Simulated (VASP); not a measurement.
Consider the following.

```xyz
2
Lattice="1.3617 -2.3586 0.0000 1.3617 2.3586 0.0000 0.0000 0.0000 4.2961" Properties=species:S:1:pos:R:3 pbc="T T T"
Os     1.3617     0.7862     1.0740
Os     1.3617    -0.7862     3.2221
```

All values below come from AM05 GGA, VASP's PBE PAW potentials (set 64) (plane waves; VASP). Run with 520 eV cut-off, Gaussian smearing of 0.050 eV, potentials Os.

**Question.** Give the energies of bands 1 to 11 at the high-symmetry points, in eV from the Fermi level.

**Answer.** 
```csv
band,Γ,M,K,A,L,H
1,-11.15,-7.42,-6.72,-8.68,-7.65,-5.99
2,-7.98,-7.18,-5.55,-8.68,-7.65,-5.99
3,-3.16,-6.63,-5.55,-3.67,-5.48,-5.11
4,-3.16,-3.67,-4.77,-3.67,-5.48,-5.11
5,-2.87,-3.02,-3.53,-3.36,-1.27,-3.54
6,-2.29,-2.64,-3.53,-3.36,-1.27,-3.54
7,-2.29,-1.94,-1.38,-3.36,-0.22,-1.41
8,-1.63,2.05,1.50,-3.36,-0.22,-1.41
9,-1.63,2.63,1.50,0.90,2.40,1.64
10,-0.04,2.77,2.11,0.90,2.40,1.64
11,1.70,4.47,5.41,0.90,3.33,8.42
```

It has no gap at this level: it comes out as a metal or semimetal.

The compound is Os in the hcp structure. It was relaxed first.
